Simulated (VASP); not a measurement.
# IrPt3 (Fm-3m) in VASP: notebook, part 2 of 2

VASP 6.6.1. Earlier steps stand in the parts before.

## 4. Single point, LDA

This run uses another cell than the first one, of 27.11 Å³/atom, 1.834 times its volume.

File INCAR:

```
SYSTEM = IrPt3
PREC = Accurate ; ENCUT = 520
EDIFF = 1E-7 ; ISMEAR = -1
SIGMA = 0.1 ; LREAL = .False.
LASPH = .True. ; NELM = 100
ALGO = Fast ; ISIF = 2
LWAVE = .False. ; LCHARG = .True.
GGA = CA ; LELF = .True.
LVHAR = .True. ; NBANDS = 28
```

File KPOINTS:

```
regular mesh
0
Gamma
  5 5 5
  0 0 0
```

File POSCAR:

```
IrPt3
1.0
    4.7687571859      0.0000000000      0.0000000000
    0.0000000000      4.7687571859      0.0000000000
    0.0000000000      0.0000000000      4.7687571859
Ir Pt
1 3
Direct
    0.0000000000      0.0000000000      0.0000000000
    0.5000000000      0.0000000000      0.0000000000
    0.0000000000      0.0000000000      0.5000000000
    0.0000000000      0.5000000000      0.0000000000
```

Potentials or basis: VASP PAW LDA potentials, release 64 (Ir, Pt).

Started as:

```
cat potpaw_LDA.64/Ir/POTCAR potpaw_LDA.64/Pt/POTCAR > POTCAR
mpirun -np 1 vasp_std > vasp.out
```

OUTCAR:

```text
SYSTEM = IrPt3
   PREC = Accurate
   ENCUT = 520
   EDIFF = 1E-7
   ISMEAR = -1
   LREAL = .False.
   LASPH = .True.
   NELM = 100
   ISIF = 2
   GGA = CA

 ion  position               nearest neighbor table
   1  0.000  0.000  0.000-   2 2.38   3 2.38   4 2.38   3 2.38   4 2.38   2 2.38
   2  0.500  0.000  0.000-   1 2.38   1 2.38   4 3.37   3 3.37   4 3.37   3 3.37   3 3.37   4 3.37
                             3 3.37   4 3.37
   3  0.000  0.000  0.500-   1 2.38   1 2.38   4 3.37   2 3.37   2 3.37   4 3.37   4 3.37   4 3.37
                             2 3.37   2 3.37
   4  0.000  0.500  0.000-   1 2.38   1 2.38   3 3.37   3 3.37   2 3.37   2 3.37   3 3.37   3 3.37
                             2 3.37   2 3.37

  LATTYP: Found a simple cubic cell.
 ALAT       =     4.7687571859

  Lattice vectors:

 A1 = (   4.7687571859,   0.0000000000,   0.0000000000)
 A2 = (   0.0000000000,   4.7687571859,   0.0000000000)
 A3 = (   0.0000000000,   0.0000000000,   4.7687571859)

Analysis of symmetry for initial positions (statically):
=====================================================================
 Subroutine PRICEL returns:
 Original cell was already a primitive cell.

 Routine SETGRP: Setting up the symmetry group for a
 simple cubic supercell.

 Subroutine GETGRP returns: Found 48 space group operations
 (whereof 48 operations were pure point group operations)
 out of a pool of 48 trial point group operations.

The static configuration has the point symmetry O_h .

Analysis of symmetry for dynamics (positions and initial velocities):
=====================================================================
 Subroutine PRICEL returns:
 Original cell was already a primitive cell.

 Routine SETGRP: Setting up the symmetry group for a
 simple cubic supercell.

[... 109 lines left out ...]
   EFERMI_NEDOS =   21; number of points for ismear=-14 and -15
   IALGO  =     68    algorithm
   IMIX   =      4    mixing-type and parameters
     AMIX     =   0.40;   BMIX     =  1.00
     AMIX_MAG =   1.60;   BMIX_MAG =  1.00
  volume/ion in A,a.u.               =      27.11       182.96
  Fermi-wavevector in a.u.,A,eV,Ry     =   1.164192  2.200003 18.440551  1.355342
  Thomas-Fermi vector in A             =   2.300733
   LORBIT       =      0    0 simple, 1 ext, 2 COOP (PROOUT), +10 PAW based schemes
   GGA     = CA    functional components
   LHFCALC =     F    Hartree Fock is set to
   AEXX    =    0.0000 exact exchange contribution
   IVDW    =     0    specifies the selected vdW correction
   LEPSILON=     F    determine dielectric tensor
   LRPA    =     F    only Hartree local field effects (RPA)
 non-spin polarized calculation
 RMM-DIIS sequential band-by-band and
  energy-cutoff  :      520.00
  volume of cell :      108.45
 maximum number of plane-waves:      2945
 NGX is ok and might be reduce to    36
   NGX = 17   NGY = 17   NGZ = 17

 number of electron      39.0000010 magnetization

 Free energy of the ion-electron system (eV)
  ---------------------------------------------------
  ext. energy  EPLUGINS =         0.00000000
  ---------------------------------------------------
  free energy    TOTEN  =       -24.48576397 eV

  energy without entropy =      -24.24881809  energy(sigma->0) =      -24.36729103

 E-fermi :   3.1116     XC(G=0):  -9.8926

 val. band max:        3.0779260947   @ k =   0.4000   0.2000   0.0000
 cond. band min:       3.1129965589   @ k =   0.4000   0.4000   0.0000
 fundamental gap:      0.0350704642
 Fermi energy:         3.1116249130

 k-point     1 :       0.0000    0.0000    0.0000
  band No.  band energies     occupation
      1      -5.0251      2.00000
      2      -4.0544      2.00000
      3      -4.0544      2.00000
      4      -2.9751      2.00000
      5      -2.9751      2.00000
      6      -2.9751      2.00000
[... 299 lines left out ...]
     27       7.0384      0.00000
     28      11.0227      0.00000

------------------------ aborting loop because EDIFF is reached ----------------------------------------

  FORCE on cell =-STRESS in cart. coord.  units (eV):
  Direction    XX          YY          ZZ          XY          YZ          ZX
  --------------------------------------------------------------------------------------
  -------------------------------------------------------------------------------------
  Total        0.2099380      0.2099380      0.2099380      0.0000000     -0.0000000      0.0000000
  in kB        3.1016017      3.1016017      3.1016017      0.0000000     -0.0000000      0.0000000
  external PRESSURE =       3.1016017 kB  Pullay stress =       0.0000000 kB

 VOLUME and BASIS-vectors are now :
 -----------------------------------------------------------------------------
  energy-cutoff  :      520.00
  volume of cell :      108.45
      direct lattice vectors                 reciprocal lattice vectors
     4.768757186  0.000000000  0.000000000     0.209698242  0.000000000  0.000000000
     0.000000000  4.768757186  0.000000000     0.000000000  0.209698242  0.000000000
     0.000000000  0.000000000  4.768757186     0.000000000  0.000000000  0.209698242

 POSITION                                       TOTAL-FORCE (eV/Angst)
 -----------------------------------------------------------------------------------
      0.00000      0.00000      0.00000         0.000000      0.000000      0.000000
      2.38438      0.00000      0.00000         0.000000      0.000000      0.000000
      0.00000      0.00000      2.38438         0.000000      0.000000      0.000000
      0.00000      2.38438      0.00000         0.000000      0.000000      0.000000
 -----------------------------------------------------------------------------------
    total drift:                                0.000000      0.000000     -0.000000

  FREE ENERGIE OF THE ION-ELECTRON SYSTEM (eV)
  ---------------------------------------------------
  free  energy   TOTEN  =       -24.4857639709 eV

  energy  without entropy=      -24.2488180855  energy(sigma->0) =      -24.36729103
```

OSZICAR:

```text
N       E                     dE             d eps       ncg     rms          rms(c)
DAV:   1     0.263691759644E+03    0.26369E+03   -0.17264E+04   560   0.123E+03
DAV:   2    -0.100032343952E+02   -0.27369E+03   -0.25370E+03   588   0.284E+02
DAV:   3    -0.259498716992E+02   -0.15947E+02   -0.14955E+02   664   0.700E+01
DAV:   4    -0.263561184254E+02   -0.40625E+00   -0.40241E+00   636   0.109E+01
DAV:   5    -0.263648552879E+02   -0.87369E-02   -0.87353E-02   656   0.184E+00    0.216E+01
RMM:   6    -0.252074482750E+02    0.11574E+01   -0.49784E+00   581   0.152E+01    0.139E+01
RMM:   7    -0.247545424700E+02    0.45291E+00   -0.20581E+00   564   0.118E+01    0.803E+00
RMM:   8    -0.245120085122E+02    0.24253E+00   -0.50983E-01   603   0.596E+00    0.254E+00
RMM:   9    -0.244877525746E+02    0.24256E-01   -0.84829E-02   585   0.253E+00    0.708E-01
RMM:  10    -0.244870666666E+02    0.68591E-03   -0.34580E-02   618   0.117E+00    0.335E-01
RMM:  11    -0.244856011210E+02    0.14655E-02   -0.66071E-03   614   0.686E-01    0.101E-01
RMM:  12    -0.244857564851E+02   -0.15536E-03   -0.24684E-03   711   0.245E-01    0.653E-02
RMM:  13    -0.244857707548E+02   -0.14270E-04   -0.25093E-04   683   0.899E-02    0.464E-02
RMM:  14    -0.244857645445E+02    0.62103E-05   -0.56999E-05   629   0.444E-02    0.369E-02
RMM:  15    -0.244857635403E+02    0.10042E-05   -0.11179E-05   622   0.263E-02    0.923E-03
RMM:  16    -0.244857638934E+02   -0.35313E-06   -0.35966E-06   648   0.961E-03    0.897E-03
RMM:  17    -0.244857639709E+02   -0.77505E-07   -0.48946E-07   470   0.463E-03
   1 F= -.24485764E+02 E0= -.24367291E+02  d E =-.236946E+00
```

Run time: 13 s. Hardware: 1 thread of Intel Xeon 6975P-C (Granite Rapids), shared host; peak memory 0.18 GiB.

What came out:

- Free energy: -24.4858 eV
- Pressure: 0.3 GPa
- Band gap on the k mesh: none (metal or under the smearing width)

## 5. Relaxation of cell and atoms, LDA

This run uses another cell than the first one, of 27.11 Å³/atom, 1.834 times its volume.

File INCAR:

```
PREC = Accurate
ENCUT = 600
EDIFF = 1E-6
ISMEAR = -1
SIGMA = 0.1
LREAL = F
LASPH = T
NELM = 100
ALGO = Fast
ISIF = 3
LWAVE = F
LCHARG = F
GGA = CA
IBRION = 2
NSW = 50
EDIFFG = -0.03
```

File KPOINTS:

```
Automatic mesh
0
Gamma
  5 5 5
```

POSCAR is that of step 4.

Potentials or basis: VASP PAW LDA potentials, release 64 (Ir, Pt).

Started as:

```
cat potpaw_LDA.64/Ir/POTCAR potpaw_LDA.64/Pt/POTCAR > POTCAR
mpirun -np 1 vasp_std > vasp.out
```

OUTCAR:

```text
PREC = Accurate
   ENCUT = 600
   EDIFF = 1E-6
   ISMEAR = -1
   LREAL = F
   LASPH = T
   NELM = 100
   ISIF = 3
   GGA = CA
   IBRION = 2
   NSW = 50
   EDIFFG = -0.03

 ion  position               nearest neighbor table
   1  0.000  0.000  0.000-   2 2.38   3 2.38   4 2.38   3 2.38   4 2.38   2 2.38
   2  0.500  0.000  0.000-   1 2.38   1 2.38   4 3.37   3 3.37   4 3.37   3 3.37   3 3.37   4 3.37
                             3 3.37   4 3.37
   3  0.000  0.000  0.500-   1 2.38   1 2.38   4 3.37   2 3.37   2 3.37   4 3.37   4 3.37   4 3.37
                             2 3.37   2 3.37
   4  0.000  0.500  0.000-   1 2.38   1 2.38   3 3.37   3 3.37   2 3.37   2 3.37   3 3.37   3 3.37
                             2 3.37   2 3.37

  LATTYP: Found a simple cubic cell.
 ALAT       =     4.7687571859

  Lattice vectors:

[... 177 lines left out ...]
  -------------------------------------------------------------------------------------
  Total        0.2189684      0.2189684      0.2189684     -0.0000000      0.0000000      0.0000000
  in kB        3.2350157      3.2350157      3.2350157     -0.0000000      0.0000000      0.0000000
  external PRESSURE =       3.2350157 kB  Pullay stress =       0.0000000 kB
[... 63 lines left out ...]
--------------------------------------- Ionic step        3  -------------------------------------------

 number of electron      39.0000007 magnetization

 Free energy of the ion-electron system (eV)
  ---------------------------------------------------
  ext. energy  EPLUGINS =         0.00000000
  ---------------------------------------------------
  free energy    TOTEN  =       -24.48597350 eV

  energy without entropy =      -24.24800162  energy(sigma->0) =      -24.36698756

 E-fermi :   3.0786     XC(G=0):  -9.8781

 val. band max:        3.0452873021   @ k =   0.4000   0.2000   0.0000
 cond. band min:       3.0806101105   @ k =   0.4000   0.4000   0.0000
 fundamental gap:      0.0353228084
 Fermi energy:         3.0785630085

 k-point     1 :       0.0000    0.0000    0.0000
  band No.  band energies     occupation
      1      -5.0350      2.00000
      2      -4.0595      2.00000
      3      -4.0595      2.00000
      4      -2.9804      2.00000
      5      -2.9804      2.00000
      6      -2.9804      2.00000
[... 280 lines left out ...]
  FREE ENERGIE OF THE ION-ELECTRON SYSTEM (eV)
  ---------------------------------------------------
  free  energy   TOTEN  =       -24.4859734951 eV

  energy  without entropy=      -24.2480016171  energy(sigma->0) =      -24.36698756

 reached required accuracy - stopping structural energy minimisation
```

OSZICAR:

```text
N       E                     dE             d eps       ncg     rms          rms(c)
DAV:   1     0.300737099784E+03    0.30074E+03   -0.19151E+04   460   0.168E+03
DAV:   2    -0.533256188991E+00   -0.30127E+03   -0.28937E+03   490   0.357E+02
DAV:   3    -0.251977048934E+02   -0.24664E+02   -0.23803E+02   698   0.838E+01
[... 36 lines left out ...]
RMM:   4    -0.244859439220E+02    0.30935E-03   -0.23547E-03   483   0.415E-01    0.146E-01
RMM:   5    -0.244859726469E+02   -0.28725E-04   -0.64600E-04   463   0.206E-01    0.316E-02
RMM:   6    -0.244859692513E+02    0.33957E-05   -0.22557E-04   506   0.888E-02    0.972E-03
RMM:   7    -0.244859725774E+02   -0.33262E-05   -0.41018E-05   518   0.379E-02    0.911E-03
RMM:   8    -0.244859734951E+02   -0.91767E-06   -0.79300E-06   351   0.145E-02
   3 F= -.24485973E+02 E0= -.24366988E+02  d E =-.346003E-03
```

It took 36 s on 1 thread of Intel Xeon 6975P-C (Granite Rapids), shared host; peak memory 0.21 GiB.

What came out:

```
Free energy                            : -24.4860 eV
Relaxed volume                         : 27.19 Å³/atom
Relaxed cell                           : a = 4.774 Å, b = 4.774 Å, c = 4.774 Å, α = 90.00°, β = 90.00°, γ = 90.00°
Space group after relaxing (to 0.05 Å) : Pm-3m (No. 221)
Energy gained by relaxing              : 0.1 meV/atom
Ionic steps                            : 3
Pressure after relaxing                : 0.0 GPa
Band gap on the k mesh                 : none (metal or under the smearing width)
```

The path:
| step | energy change (eV) | largest force (eV/Å) | pressure (GPa) | volume (Å³) |
| --- | --- | --- | --- | --- |
| 1 | 0.0000 | 0.0000 | 0.32 | 108.45 |
| 2 | 0.0006 | 0.0000 | -0.55 | 109.31 |
| 3 | -0.0003 | 0.0000 | 0.04 | 108.77 |

Final structure:
```yaml
crystal:
  lattice:
    - [4.77356, 0.00000, 0.00000]
    - [0.00000, 4.77356, 0.00000]
    - [0.00000, 0.00000, 4.77356]
  atoms:
    - { symbol: Ir, position: [0.00000, 0.00000, 0.00000] }
    - { symbol: Pt, position: [0.50000, 0.00000, 0.00000] }
    - { symbol: Pt, position: [0.00000, 0.00000, 0.50000] }
    - { symbol: Pt, position: [0.00000, 0.50000, 0.00000] }
```

Levels at points of the mesh, in eV from the Fermi level:
```
           k point  band 15  band 16  band 17  band 18  band 19  band 20  band 21  band 22  band 23
(0.00, 0.00, 0.00)    -1.26    -0.57     0.80     0.80     0.82     0.82     0.82     1.86     1.86
```

## 6. The runs side by side

```tsv
task	cell	k mesh	cutoff (eV)	gap on the mesh (eV)	pressure (GPa)	relaxed volume (Å³/atom)
single point	Fm-3m, 14.78 Å³/atom	6 × 6 × 6	520	none	1.1	-
relaxation of cell and atoms	relaxed	6 × 6 × 6	600	none	0.0	14.84
single point	Pm-3m, 27.11 Å³/atom	5 × 5 × 5	520	none	0.3	-
relaxation of cell and atoms	relaxed	5 × 5 × 5	600	none	0.0	27.19
```

Alike in all rows: level LDA; potentials or basis VASP PAW LDA potentials, release 64 (Ir, Pt); no spin polarisation; smearing fermi-dirac 0.1 eV.

Absolute energies hang on the potentials; compare differences alone.
